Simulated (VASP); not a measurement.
# Os3W2: core-level shifts

Wanted: the chemical shifts that photoemission would resolve in Os3W2.

Main program and level: VASP 6.6.1; LDA; plane waves and PAW (Os, W), in the first sound run; inputs show where later runs differ.

Most raw output is cut from this account.

### 1. Set-up

The cell holds 20 atoms: 12 Os and 8 W. Its edges and angles: a = 5.500 Å, b = 5.500 Å, c = 22.700 Å, α = 90.0°, β = 90.0°, γ = 60.0°. It derives from Os. W replaces host atoms (under the top layer, both faces). Regions: layer 1, 4 atoms (4 Os); layer 2, 4 atoms (4 W); layer 3, 4 atoms (4 Os); other layers, 8 atoms (4 W and 4 Os). Vacuum lies along c.

### 2. Relaxation

The free atoms are relaxed first inside the given cell, which is kept (ISIF = 0), since core levels depend on the positions.

The input, INCAR:

```
SYSTEM = Os3W2
PREC = Normal
ENCUT = 330
EDIFF = 1E-05
NELM = 100
ISMEAR = 0
SIGMA = 0.1
LREAL = Auto
ALGO = Fast
GGA = CA
NBANDS = 92
LASPH = .TRUE.
LWAVE = .FALSE.
LCHARG = .FALSE.
KPAR = 2
NCORE = 4
IBRION = 2
NSW = 50
ISIF = 0
EDIFFG = -0.05
```

The input, POSCAR:

```
Os3W2
1.0
    5.5000000000      0.0000000000      0.0000000000
    2.7500000000      4.7631397208      0.0000000000
    0.0000000000      0.0000000000     22.7000000000
Os W
12 8
Selective dynamics
Direct
    0.0000000000      0.0000000000      0.6916299560  T T T
    0.5000000000      0.0000000000      0.6916299560  T T T
    0.0000000000      0.5000000000      0.6916299560  T T T
    0.5000000000      0.5000000000      0.6916299560  T T T
    0.0000000000      0.0000000000      0.5000000000  F F F
    0.5000000000      0.0000000000      0.5000000000  F F F
    0.0000000000      0.5000000000      0.5000000000  F F F
    0.5000000000      0.5000000000      0.5000000000  F F F
    0.0000000000      0.0000000000      0.3083700440  T T T
    0.5000000000      0.0000000000      0.3083700440  T T T
    0.0000000000      0.5000000000      0.3083700440  T T T
    0.5000000000      0.5000000000      0.3083700440  T T T
    0.8333333330      0.3333333330      0.5958149780  T T T
    0.3333333330      0.3333333330      0.5958149780  T T T
    0.8333333330      0.8333333330      0.5958149780  T T T
    0.3333333330      0.8333333330      0.5958149780  T T T
    0.8333333330      0.3333333330      0.4041850220  T T T
    0.3333333330      0.3333333330      0.4041850220  T T T
    0.8333333330      0.8333333330      0.4041850220  T T T
    0.3333333330      0.8333333330      0.4041850220  T T T
```

The input, KPOINTS:

```
Automatic mesh
0
Gamma
4 4 1
0 0 0
```

PAW data sets: Os and W (PBE family, release 64).

On the command line:

```sh
$ mpirun -np 8 vasp_std
```

The job ended after 59 s (8 MPI ranks of Intel Xeon 6975P-C (Granite Rapids), shared host; peak memory 1.3 GiB).

The PAW data sets were made with PBE, though LDA sets exist; this is a small mismatch. The data set W keeps the semicore shell frozen, which is cheaper and a little less accurate. The run keeps the 12 symmetry operations of its start, so it cannot find a distortion of lower symmetry.

The steps of the relaxation:

| step | energy less that of the first step (eV) | largest force (eV/Å) |
| --- | --- | --- |
| 1 | 0.0000 | 1.6860 |
| 2 | -0.5693 | 0.5829 |
| 3 | -0.6236 | 0.0587 |
| 4 | -0.6234 | 0.0655 |
| 5 | -0.6248 | 0.0613 |
| 6 | -0.6253 | 0.0773 |
| 7 | -0.6261 | 0.0662 |
| 8 | -0.6277 | 0.0209 |

The atoms that moved most (Å):

| atom | dx | dy | dz | length |
| --- | --- | --- | --- | --- |
| W20 | 0.000 | 0.000 | -0.055 | 0.055 |
| W18 | 0.000 | 0.000 | -0.055 | 0.055 |
| W17 | 0.000 | 0.000 | -0.055 | 0.055 |
| W19 | 0.000 | 0.000 | -0.055 | 0.055 |
| W16 | 0.000 | 0.000 | 0.055 | 0.055 |
| W15 | 0.000 | 0.000 | 0.055 | 0.055 |
| W14 | 0.000 | 0.000 | 0.055 | 0.055 |
| W13 | 0.000 | 0.000 | 0.055 | 0.055 |

Final coordinates:

```xyz
20
Lattice="5.5000 0.0000 0.0000 2.7500 4.7631 0.0000 0.0000 0.0000 22.7000" Properties=species:S:1:pos:R:3
Os    0.0000    0.0000   15.6503
Os    2.7500    0.0000   15.6503
Os    1.3750    2.3816   15.6503
Os    4.1250    2.3816   15.6503
Os    0.0000    0.0000   11.3500
Os    2.7500    0.0000   11.3500
Os    1.3750    2.3816   11.3500
Os    4.1250    2.3816   11.3500
Os    0.0000    0.0000    7.0497
Os    2.7500    0.0000    7.0497
Os    1.3750    2.3816    7.0497
Os    4.1250    2.3816    7.0497
W     5.5000    1.5877   13.5803
W     2.7500    1.5877   13.5803
W     6.8750    3.9693   13.5803
W     4.1250    3.9693   13.5803
W     5.5000    1.5877    9.1197
W     2.7500    1.5877    9.1197
W     6.8750    3.9693    9.1197
W     4.1250    3.9693    9.1197
```

Numbers from this step:

```yaml
free_energy_toten: -255.3276 eV
energy_at_zero_smearing: -255.2668 eV
fermi_energy: 1.332 eV
```

The forces on the free atoms are under 0.05 eV/Å.

### 3. Initial state

The cell without a hole gives, with ICORELEVEL = 1, the Kohn-Sham core levels of the initial state.

The input, INCAR:

```
SYSTEM = Os3W2
PREC = Normal
ENCUT = 330
EDIFF = 1E-05
NELM = 120
ISMEAR = 0
SIGMA = 0.1
LREAL = Auto
ALGO = Fast
GGA = CA
NBANDS = 92
LASPH = .TRUE.
LORBIT = 11
LWAVE = .FALSE.
LCHARG = .FALSE.
KPAR = 2
NCORE = 4
ICORELEVEL = 1
ISIF = 0
LVHAR = .TRUE.
```

The input, POSCAR:

```
Os3W2
1.0
    5.5000000000      0.0000000000      0.0000000000
    2.7500000000      4.7631397208      0.0000000000
    0.0000000000      0.0000000000     22.7000000000
Os W
12 8
Direct
    0.0000000000      0.0000000000      0.6894395931
    0.5000000000      0.0000000000      0.6894395931
    0.0000000000      0.5000000000      0.6894395931
    0.5000000000      0.5000000000      0.6894395931
    0.0000000000      0.0000000000      0.5000000000
    0.5000000000      0.0000000000      0.5000000000
    0.0000000000      0.5000000000      0.5000000000
    0.5000000000      0.5000000000      0.5000000000
    0.0000000000      0.0000000000      0.3105604069
    0.5000000000      0.0000000000      0.3105604069
    0.0000000000      0.5000000000      0.3105604069
    0.5000000000      0.5000000000      0.3105604069
    0.8333333330      0.3333333330      0.5982527422
    0.3333333330      0.3333333330      0.5982527422
    0.8333333330      0.8333333330      0.5982527422
    0.3333333330      0.8333333330      0.5982527422
    0.8333333330      0.3333333330      0.4017472578
    0.3333333330      0.3333333330      0.4017472578
    0.8333333330      0.8333333330      0.4017472578
    0.3333333330      0.8333333330      0.4017472578
```

KPOINTS is that of step 2.

On the command line:

```sh
$ mpirun -np 8 vasp_std
```

Run time: 22 s. Hardware: 8 MPI ranks; peak memory 1.2 GiB; 2.2 min of CPU time.

These are scalar-relativistic Kohn-Sham levels of the ground state, with no core hole, so they are not binding energies.

The two shallowest core shells; atoms whose shallowest level rounds to another's at 0.01 eV are left out. Core levels, by row:

| atom | shell | level below the Fermi level (eV) |
| --- | --- | --- |
| Os1 | 4f | 46.22 |
| Os1 | 5p | 44.87 |
| Os5 | 4f | 46.38 |
| Os5 | 5p | 45.07 |
| W13 | 5p | 37.45 |
| W13 | 4f | 27.34 |

### 4. Core hole, atom Os4

This step: final-state core hole with the electron kept at the Fermi level, LDA; plane waves and PAW (Os, Os, W) (VASP 6.6.1).

A core electron of Os4 (4f) is moved to the Fermi level; this atom comes first in POSCAR as a species of its own.

Edit INCAR of step 3 so:

```diff
@@ -12,3 +12,2 @@
 LASPH = .TRUE.
-LORBIT = 11
 LWAVE = .FALSE.
@@ -17,4 +16,7 @@
 NCORE = 4
-ICORELEVEL = 1
+ICORELEVEL = 2
+CLNT = 1
+CLN = 4
+CLL = 3
+CLZ = 1
 ISIF = 0
-LVHAR = .TRUE.
```

Edit POSCAR of step 3 so:

```diff
@@ -5,5 +5,6 @@
     0.0000000000      0.0000000000     22.7000000000
-Os W
-12 8
+Os Os W
+1 11 8
 Direct
+    0.5000000000      0.5000000000      0.6894395931
     0.0000000000      0.0000000000      0.6894395931
@@ -11,3 +12,2 @@
     0.0000000000      0.5000000000      0.6894395931
-    0.5000000000      0.5000000000      0.6894395931
     0.0000000000      0.0000000000      0.5000000000
```

KPOINTS is that of step 3.

The projector-augmented-wave data sets are Os, Os and W (PBE family, release 64).

On the command line:

```sh
$ mpirun -np 8 vasp_std
```

Elapsed: 28 s, on 8 MPI ranks; peak memory 1.3 GiB.

This run has no spin polarisation.

This step gave:

```yaml
free_energy_toten: -327.9150 eV
energy_at_zero_smearing: -327.8629 eV
fermi_energy: 1.308 eV
```

This is the reference for holes on Os.

### 5. Core hole, atom Os3

The same hole on the next atom.

INCAR is that of step 4.

Edit POSCAR of step 4 so:

```diff
@@ -8,6 +8,6 @@
 Direct
-    0.5000000000      0.5000000000      0.6894395931
+    0.0000000000      0.5000000000      0.6894395931
     0.0000000000      0.0000000000      0.6894395931
     0.5000000000      0.0000000000      0.6894395931
-    0.0000000000      0.5000000000      0.6894395931
+    0.5000000000      0.5000000000      0.6894395931
     0.0000000000      0.0000000000      0.5000000000
```

KPOINTS is that of step 4.

On the command line:

```sh
$ mpirun -np 8 vasp_std
```

Elapsed: 28 s, on 8 MPI ranks; peak memory 1.3 GiB.

Against the hole on Os4 the energy differs by +0.00 eV.

### 6. Core hole, atom Os5

INCAR is that of step 5.

Edit POSCAR of step 5 so:

```diff
@@ -8,7 +8,7 @@
 Direct
-    0.0000000000      0.5000000000      0.6894395931
+    0.0000000000      0.0000000000      0.5000000000
     0.0000000000      0.0000000000      0.6894395931
     0.5000000000      0.0000000000      0.6894395931
+    0.0000000000      0.5000000000      0.6894395931
     0.5000000000      0.5000000000      0.6894395931
-    0.0000000000      0.0000000000      0.5000000000
     0.5000000000      0.0000000000      0.5000000000
```

KPOINTS is that of step 5.

On the command line:

```sh
$ mpirun -np 8 vasp_std
```

Run time: 25 s. Hardware: 8 MPI ranks; peak memory 1.3 GiB.

Against the hole on Os4 the energy differs by +0.14 eV.

### 7. Summary

This step: core-level shifts, LDA; plane waves and PAW (VASP 6.6.1).

Derived from the runs above.

A positive shift is a higher binding energy. Cost is wall time times ranks on a shared host. Core-level shifts:

| atom | region | shell | Kohn-Sham level below the Fermi level (eV) | initial-state shift (eV) | final-state shift (eV) | shifts are from | cost (core minutes) |
| --- | --- | --- | --- | --- | --- | --- | --- |
| Os4 | layer 1 | 4f | 46.22 | 0 | 0 | Os4 | 3.73 |
| Os3 | layer 1 | 4f | 46.22 | 0 | -3.18e-6 | Os4 | 3.73 |
| Os5 | layer 3 | 4f | 46.38 | 0.1637 | 0.139 | Os4 | 3.33 |

### 8. Outcome

```yaml
os5_4f_layer_3_from_os4: initial state +0.16 eV, final state +0.14 eV
```

In words: Against Os4, Os5 is shifted by +0.16 eV in the initial state and by +0.14 eV with the hole (energies extrapolated to zero smearing). Os3 has the level of the reference atom in both states, as equivalent sites do. Only these atoms were given a hole, so other sites aren't ranked. The difference of the two pictures holds the screening of the hole, but also the cell's limits: holes repeat 5.5 Å apart, and the electron from the core stays in the cell, where it moves the Fermi energy by -0.03 to -0.02 eV, less than the shifts themselves. Cell size, mesh and smearing weren't varied between the hole runs, and no dipole correction was applied to the slab. The other core electrons are frozen, spin-orbit splitting and multiplets are absent, and only shifts between atoms of one element are meaningful. Not tabulated here, as repeats of values shown or as unfit to read for their mesh, reference level or band range: core levels (core hole).

[Lines on the potential files, build, host, timing and source positions are cut from VASP's logs without a mark.]

[Logs are printed without paths, hosts, clocks, repeated set-up lines and the standing remarks that a program may print on its own settings, such as how far it seeks lower states.]

[Hosts, paths, dates, database ids (printed as entryN), source tags and the programs' standing remarks are cut or masked in the printed files.]
